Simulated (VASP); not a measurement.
# HgTe: zone-centre modes, functional by functional, part 2 of 2

How much do the zone-centre frequencies of HgTe depend on the functional? The starting structure is a measured crystal structure from the Crystallography Open Database.

VASP 6.6.1.

Results so far: LDA T2 116.7 cm⁻¹; LDA at the measured cell T2 115.2 cm⁻¹; PBEsol T2 109.5 cm⁻¹.

## Step 5: Modes with PBE

Level of this step: PBE; plane waves and PAW (Hg, Te) (VASP).

PBE, the usual starting point, adds the gradient of the density. The cell comes from a relaxation at this level, not shown (73.70 Å³).

The input, INCAR:

```
SYSTEM = HgTe
PREC = Accurate
ENCUT = 450
EDIFF = 1E-08
NELM = 100
ISMEAR = 1
SIGMA = 0.15
LREAL = .FALSE.
ALGO = Normal
GGA = PE
NBANDS = 15
LORBIT = 11
LWAVE = .FALSE.
LCHARG = .FALSE.
KPAR = 2
IBRION = 8
ISIF = 2
```

The input, POSCAR:

```
HgTe
1.0
    0.0000000000      3.3277416017      3.3277416017
    3.3277416017      0.0000000000      3.3277416017
    3.3277416017      3.3277416017      0.0000000000
Hg Te
1 1
Direct
    0.0000000000      0.0000000000      0.0000000000
    0.7500000000      0.7500000000      0.7500000000
```

The input, KPOINTS:

```
Automatic mesh
0
Gamma
10 10 10
0 0 0
```

PAW data sets: Hg and Te (PBE family, release 64).

Run with:

```sh
$ mpirun -np 2 vasp_std
```

Log:

```text
[banner, memory and clock lines left out]
running    2 mpi-ranks, on    1 nodes
[...]
LDA part: xc-table for (Slater+PW92), standard interpolation
 POSCAR, INCAR and KPOINTS ok, starting setup
[...]
entering main loop
       N       E                     dE             d eps       ncg     rms          rms(c)
DAV:   1     0.922551477512E+02    0.92255E+02   -0.73104E+03  1426   0.909E+02
DAV:   2    -0.470630453020E+00   -0.92726E+02   -0.87632E+02  1606   0.220E+02
DAV:   3    -0.381897731599E+01   -0.33483E+01   -0.33396E+01  1732   0.437E+01
DAV:   4    -0.385190272749E+01   -0.32925E-01   -0.32923E-01  2079   0.387E+00
[...]
DAV:  16    -0.365069817033E+01   -0.45544E-07   -0.18247E-09  1125   0.278E-04    0.303E-04
DAV:  17    -0.365069815898E+01    0.11351E-07   -0.62718E-10   796   0.156E-04    0.931E-05
DAV:  18    -0.365069816246E+01   -0.34815E-08   -0.13199E-10   747   0.727E-05
   1 F= -.36506982E+01 E0= -.36507983E+01  d E =0.300497E-03
 Linear response reoptimize wavefunctions to high precision
[...]
RMM:   8    -0.379266454429E+00    0.39129E-06   -0.44003E-09  9006   0.217E-04    0.561E-05
RMM:   9    -0.379267025902E+00   -0.57147E-06   -0.29601E-09  8266   0.158E-04    0.105E-05
RMM:  10    -0.379267032569E+00   -0.66667E-08   -0.24990E-10  9251   0.212E-05    0.543E-06
 first order change of Fermi-energy  -0.94473E-04
 force on displaced ion       1 direction 1 :  -2.694   0.000   0.000
 Linear response progress:
  Degree of freedom:   2/  2
       N       E                     dE             d eps       ncg     rms          rms(c)
RMM:   1    -0.475838706550E-01   -0.47584E-01    0.63104E-02 12535   0.982E-01
RMM:   2    -0.481748923338E-01   -0.59102E-03   -0.16456E-03  7976   0.255E-01    0.109E-01
RMM:   3    -0.482334289667E-01   -0.58537E-04   -0.10344E-04  8275   0.601E-02    0.677E-02
RMM:   4    -0.483660867332E-01   -0.13266E-03   -0.30198E-05  8281   0.351E-02    0.869E-03
[...]
RMM:  10    -0.483921515933E-01   -0.67484E-07    0.37133E-10  8673   0.483E-05    0.104E-05
RMM:  11    -0.483921681191E-01   -0.16526E-07   -0.93900E-10  8795   0.162E-05    0.199E-06
RMM:  12    -0.483921667810E-01    0.13381E-08    0.39657E-09  8028   0.487E-06    0.116E-06
 first order change of Fermi-energy   0.32450E-03
 force on displaced ion       2 direction 1 :  -2.694   0.000   0.000
 Linear response finished
```

Run time: 94 s. Hardware: 2 MPI ranks of Intel Xeon 6975P-C (Granite Rapids), shared host; peak memory 0.98 GiB.

OUTCAR, selected parts (step 5):

```text
  Total        0.0028493      0.0028493      0.0028493      0.0000000      0.0000000     -0.0000000
  in kB        0.0619388      0.0619388      0.0619388      0.0000000      0.0000000     -0.0000000
  external PRESSURE =       0.0619388 kB  Pullay stress =       0.0000000 kB

 POSITION                                       TOTAL-FORCE (eV/Angst)
 -----------------------------------------------------------------------------------
      0.00000      0.00000      0.00000        -0.000000      0.000000      0.000000
      4.99161      4.99161      4.99161         0.000000     -0.000000     -0.000000
 -----------------------------------------------------------------------------------
    total drift:                                0.000000      0.000000      0.000000

[... 1 part as in an earlier step ...]

[... 1 further part left out ...]
```

With PBE the mode is T2 96.9 cm⁻¹, -19.8 cm⁻¹ from LDA.

## Step 6: Modes with PBEsol + D3(BJ)

D3 with Becke-Johnson damping keeps a finite attraction at short range. The cell comes from a relaxation at this level, not shown (66.66 Å³).

Changes to INCAR since step 5:

```diff
@@ -9,3 +9,4 @@
 ALGO = Normal
-GGA = PE
+GGA = PS
+IVDW = 12
 NBANDS = 15
@@ -15,3 +16,6 @@
 KPAR = 2
-IBRION = 8
+IBRION = 6
+NFREE = 2
+POTIM = 0.015
+NSW = 1
 ISIF = 2
```

The input, POSCAR:

```
HgTe
1.0
    0.0000000000      3.2181228944      3.2181228944
    3.2181228944      0.0000000000      3.2181228944
    3.2181228944      3.2181228944      0.0000000000
Hg Te
1 1
Direct
    0.0000000000      0.0000000000      0.0000000000
    0.7500000000      0.7500000000      0.7500000000
```

KPOINTS is that of step 5.

Run with:

```sh
$ mpirun -np 2 vasp_std
```

Log:

```text
[banner, memory and clock lines left out]
running    2 mpi-ranks, on    1 nodes
[...]
[... a notice as in an earlier step ...]

 LDA part: xc-table for (Slater+PW92), standard interpolation
 POSCAR, INCAR and KPOINTS ok, starting setup
[...]
entering main loop
       N       E                     dE             d eps       ncg     rms          rms(c)
DAV:   1     0.978881551040E+02    0.97888E+02   -0.74506E+03  1418   0.924E+02
DAV:   2    -0.118553874592E+01   -0.99074E+02   -0.93167E+02  1606   0.228E+02
DAV:   3    -0.456988354768E+01   -0.33843E+01   -0.33739E+01  1704   0.443E+01
DAV:   4    -0.460211280130E+01   -0.32229E-01   -0.32227E-01  2085   0.387E+00
[...]
DAV:  13    -0.436278879119E+01    0.24052E-08   -0.34328E-07  1795   0.356E-03    0.978E-03
DAV:  14    -0.436278867752E+01    0.11367E-06   -0.21892E-07  1522   0.518E-03    0.101E-03
DAV:  15    -0.436278867550E+01    0.20250E-08   -0.30908E-08  1739   0.113E-03
   1 F= -.50814673E+01 E0= -.50815571E+01  d E =0.269213E-03
[... from here on, the cycles between the ionic steps are left out ...]
   2 F= -.50810063E+01 E0= -.50810963E+01  d E =0.269809E-03
   3 F= -.50810063E+01 E0= -.50810962E+01  d E =0.269809E-03
   4 F= -.50810068E+01 E0= -.50810968E+01  d E =0.269810E-03
   5 F= -.50810068E+01 E0= -.50810968E+01  d E =0.269809E-03
 Finite differences progress:
  Degree of freedom:   2/  2
  Displacement:        2/  2
  Total:               4/  4
```

Wall time 52 s (2 MPI ranks); peak memory 0.72 GiB; 1.7 min of CPU time.

OUTCAR, selected parts (step 6):

```text
 Edisp (eV)   -0.71868

 Edisp (eV)   -0.71868

  Total       0.00155     0.00336     0.00336     0.00000    -0.09381     0.00000
  in kB       0.03726     0.08074     0.08074     0.00000    -2.25492     0.00000
  external pressure =        0.07 kB  Pullay stress =        0.00 kB

 POSITION                                       TOTAL-FORCE (eV/Angst)
 -----------------------------------------------------------------------------------
      0.00000      0.00000      0.00000        -0.061436      0.000000      0.000000
      4.81218      4.82718      4.82718         0.061436     -0.000000     -0.000000
 -----------------------------------------------------------------------------------
    total drift:                               -0.000003     -0.000000     -0.000000

  FREE ENERGIE OF THE ION-ELECTRON SYSTEM (eV)
  ---------------------------------------------------
  free  energy   TOTEN  =        -5.0810068328 eV

  energy  without entropy=       -5.0812766417  energy(sigma->0) =       -5.08109677

[... 1 part as in an earlier step ...]

[... 2 further parts left out ...]
[key lines of the parts left out:]
E-fermi :   3.0955
```

The last energy, forces and stress in OUTCAR belong to the last displaced cell, not to that of POSCAR.

With PBEsol + D3(BJ) the mode is T2 119.5 cm⁻¹, +2.8 cm⁻¹ from LDA.

## Step 7: Modes with r2SCAN

r2SCAN adds the kinetic-energy density, costs more than a GGA and is run with LASPH. The cell comes from a relaxation at this level, not shown (71.15 Å³).

Changes to INCAR since step 6:

```diff
@@ -9,4 +9,4 @@
 ALGO = Normal
-GGA = PS
-IVDW = 12
+METAGGA = R2SCAN
+LASPH = .TRUE.
 NBANDS = 15
```

The input, POSCAR:

```
HgTe
1.0
    0.0000000000      3.2888860448      3.2888860448
    3.2888860448      0.0000000000      3.2888860448
    3.2888860448      3.2888860448      0.0000000000
Hg Te
1 1
Direct
    0.0000000000      0.0000000000      0.0000000000
    0.7500000000      0.7500000000      0.7500000000
```

KPOINTS is that of step 6.

Run with:

```sh
$ mpirun -np 2 vasp_std
```

Log:

```text
[banner, memory and clock lines left out]
running    2 mpi-ranks, on    1 nodes
[...]
[... a notice as in an earlier step ...]

 LDA part: xc-table for (None), standard interpolation
 POSCAR, INCAR and KPOINTS ok, starting setup
[...]
entering main loop
       N       E                     dE             d eps       ncg     rms          rms(c)
DAV:   1     0.232168743978E+02    0.23217E+02   -0.74510E+03  1410   0.932E+02
DAV:   2    -0.767116035525E+02   -0.99928E+02   -0.94143E+02  1606   0.228E+02
DAV:   3    -0.802778060289E+02   -0.35662E+01   -0.35564E+01  1683   0.458E+01
DAV:   4    -0.803046728060E+02   -0.26867E-01   -0.26865E-01  2098   0.370E+00
[...]
DAV:  16    -0.751640557138E+02   -0.16678E-07   -0.64219E-09   908   0.101E-03    0.643E-04
DAV:  17    -0.751640557277E+02   -0.13844E-07   -0.15484E-09   859   0.555E-04    0.240E-04
DAV:  18    -0.751640557296E+02   -0.19991E-08   -0.42671E-10   761   0.158E-04
   1 F= -.75164056E+02 E0= -.75164147E+02  d E =0.272609E-03
[... from here on, the cycles between the ionic steps are left out ...]
   2 F= -.75163728E+02 E0= -.75163819E+02  d E =0.273929E-03
   3 F= -.75163728E+02 E0= -.75163819E+02  d E =0.273929E-03
   4 F= -.75163728E+02 E0= -.75163820E+02  d E =0.273925E-03
   5 F= -.75163728E+02 E0= -.75163820E+02  d E =0.273928E-03
 Finite differences progress:
  Degree of freedom:   2/  2
  Displacement:        2/  2
  Total:               4/  4
```

It took 3.3 min on 2 MPI ranks; peak memory 0.72 GiB; 6.6 min of CPU time.

OUTCAR, selected parts (step 7):

```text
  Total       -0.0011838      0.0001154      0.0001154      0.0000000     -0.0619691      0.0000000
  in kB       -0.0266582      0.0025981      0.0025981      0.0000000     -1.3954336      0.0000000
  external PRESSURE =      -0.0071540 kB  Pullay stress =       0.0000000 kB

 POSITION                                       TOTAL-FORCE (eV/Angst)
 -----------------------------------------------------------------------------------
      0.00000      0.00000      0.00000        -0.043726      0.000000      0.000000
      4.91833      4.93333      4.93333         0.043726     -0.000000     -0.000000
 -----------------------------------------------------------------------------------
    total drift:                               -0.000038      0.000001      0.000001

  FREE ENERGIE OF THE ION-ELECTRON SYSTEM (eV)
  ---------------------------------------------------
  free  energy   TOTEN  =       -75.1637284250 eV

  energy  without entropy=      -75.1640023531  energy(sigma->0) =      -75.16381973

[... 1 part as in an earlier step ...]

[... 2 further parts left out ...]
[key lines of the parts left out:]
E-fermi :   2.3345
```

With r2SCAN the mode is T2 100.6 cm⁻¹, -16.1 cm⁻¹ from LDA.

## Step 8: Modes with r2SCAN + rVV10

rVV10 adds a nonlocal correlation energy for dispersion. The cell comes from a relaxation at this level, not shown (69.95 Å³).

Changes to INCAR since step 7:

```diff
@@ -10,2 +10,6 @@
 METAGGA = R2SCAN
+LUSE_VDW = .TRUE.
+IVDW_NL = 2
+BPARAM = 11.95
+CPARAM = 0.0093
 LASPH = .TRUE.
```

The input, POSCAR:

```
HgTe
1.0
    0.0000000000      3.2703063592      3.2703063592
    3.2703063592      0.0000000000      3.2703063592
    3.2703063592      3.2703063592      0.0000000000
Hg Te
1 1
Direct
    0.0000000000      0.0000000000      0.0000000000
    0.7500000000      0.7500000000      0.7500000000
```

KPOINTS is that of step 7.

Run with:

```sh
$ mpirun -np 2 vasp_std
```

Log:

```text
[banner, memory and clock lines left out]
running    2 mpi-ranks, on    1 nodes
[...]
|                                                                             |
|               ----> ADVICE to this user running VASP <----                  |
|                                                                             |
|     You have switched on vdW-DFT.                                           |
|     This routine was written and supplied by Jiri Klimes. We recommend      |
|     that you carefully read and cite the following publications:            |
|       J. Klimes, D.R. Bowler, A. Michelides                                 |
|          J. Phys.: Cond Matt. 22 022201 (2010)                              |
|       J. Klimes, D.R. Bowler, A. Michelides                                 |
|          Phys. Rev. B. 83, 195131 (2011)                                    |
|     and references therein.                                                 |
|                                                                             |

[...]
Total rVV10 correction in eV:      0.5316089    22.2204031
Total rVV10 correction in eV:      0.5316089    22.2204031
DAV:  14    -0.746284243175E+02    0.52963E-06   -0.16133E-06  1508   0.184E-02    0.370E-03
Total rVV10 correction in eV:      0.5316064    22.2204031
Total rVV10 correction in eV:      0.5316064    22.2204031
DAV:  15    -0.746284243049E+02    0.12621E-07   -0.11645E-07  1711   0.279E-03    0.129E-03
Total rVV10 correction in eV:      0.5316060    22.2204031
Total rVV10 correction in eV:      0.5316060    22.2204031
DAV:  16    -0.746284243126E+02   -0.76443E-08   -0.65954E-09   901   0.103E-03
Total rVV10 correction in eV:      0.5316052    22.2204031
Total rVV10 correction in eV:      0.5316052    22.2204031
Total rVV10 correction in eV:      0.5316057    22.2204031
Total rVV10 correction in eV:      0.5316057    22.2204031
   1 F= -.74628424E+02 E0= -.74628514E+02  d E =0.267856E-03
[... from here on, the cycles between the ionic steps are left out ...]
   2 F= -.74628066E+02 E0= -.74628156E+02  d E =0.269028E-03
   3 F= -.74628066E+02 E0= -.74628156E+02  d E =0.269029E-03
   4 F= -.74628065E+02 E0= -.74628155E+02  d E =0.269028E-03
   5 F= -.74628065E+02 E0= -.74628155E+02  d E =0.269028E-03
 Finite differences progress:
  Degree of freedom:   2/  2
  Displacement:        2/  2
  Total:               4/  4
```

Run time: 5 min. Hardware: 2 MPI ranks; peak memory 0.88 GiB; 10 min of CPU time.

From OUTCAR (step 8):

```text
  Total        0.0025653      0.0040280      0.0040280      0.0000000     -0.0721330      0.0000000
  in kB        0.0587572      0.0922589      0.0922589      0.0000000     -1.6521501      0.0000000
  external PRESSURE =       0.0810917 kB  Pullay stress =       0.0000000 kB

 POSITION                                       TOTAL-FORCE (eV/Angst)
 -----------------------------------------------------------------------------------
      0.00000      0.00000      0.00000        -0.047946     -0.000000     -0.000000
      4.89046      4.90546      4.90546         0.047946      0.000000      0.000000
 -----------------------------------------------------------------------------------
    total drift:                               -0.000081      0.000001      0.000001

  FREE ENERGIE OF THE ION-ELECTRON SYSTEM (eV)
  ---------------------------------------------------
  free  energy   TOTEN  =       -74.6280653740 eV

  energy  without entropy=      -74.6283344019  energy(sigma->0) =      -74.62815505

[... 1 part as in an earlier step ...]

[... 2 further parts left out ...]
[key lines of the parts left out:]
E-fermi :   2.4938
```

With r2SCAN + rVV10 the mode is T2 105.5 cm⁻¹, -11.2 cm⁻¹ from LDA.

## Step 9: All runs side by side

```csv
run,T2,method,core minutes
LDA,116.7,perturbation theory,2.07
LDA at the measured cell,115.2,perturbation theory,2.13
PBEsol,109.5,perturbation theory,2.0
PBE,96.9,perturbation theory,3.13
PBEsol + D3(BJ),119.5,finite displacements,1.73
r2SCAN,100.6,finite displacements,6.67
r2SCAN + rVV10,105.5,finite displacements,10.1
```

Modes are in cm⁻¹, degenerate ones as one, matched between runs by symmetry and order. A number in brackets counts the listed modes of one symmetry from the lowest. The symmetry labels come from an automatic analysis and can be wrong where levels nearly coincide. Core minutes are wall time times ranks of the run shown, on a shared host.

## Step 10: What came out

* T2, LDA: 116.7 cm⁻¹
* T2, LDA at the measured cell: 115.2 cm⁻¹
* T2, PBEsol: 109.5 cm⁻¹
* T2, PBE: 96.9 cm⁻¹
* T2, PBEsol + D3(BJ): 119.5 cm⁻¹
* T2, r2SCAN: 100.6 cm⁻¹
* T2, r2SCAN + rVV10: 105.5 cm⁻¹

Among the runs matched mode by mode, on the cells relaxed at each level, the T2 mode of HgTe lies between 96.9 cm⁻¹ (PBE) and 119 cm⁻¹ (PBEsol + D3(BJ)). Taking the measured cell, +0.5 % in volume, instead of the one relaxed with LDA moves T2 by -1.5 cm⁻¹. Some levels use perturbation theory and the others finite displacements, so their times can't be compared. LASPH is on in some of these runs and off in others, which adds a little to the differences. These runs have no gap, or one under 0.08 eV; such runs hang more on mesh and smearing, and if the crystal is a semiconductor, they miss the splitting by its long-range field. Spin-orbit coupling is left out, which can matter with elements this heavy. A dispersion term summed over pairs of atoms is doubtful in a bulk metal. The frequencies are harmonic. Further runs on this material are not shown.

[Lines on the potential files, build, host, timing and source positions are cut from VASP's logs without a mark.]

[Logs are printed without paths, hosts, clocks, repeated set-up lines and the standing remarks that a program may print on its own settings, such as how far it seeks lower states.]

[Hosts, paths, dates, database ids (printed as entryN), source tags and the programs' standing remarks are cut or masked in the printed files.]
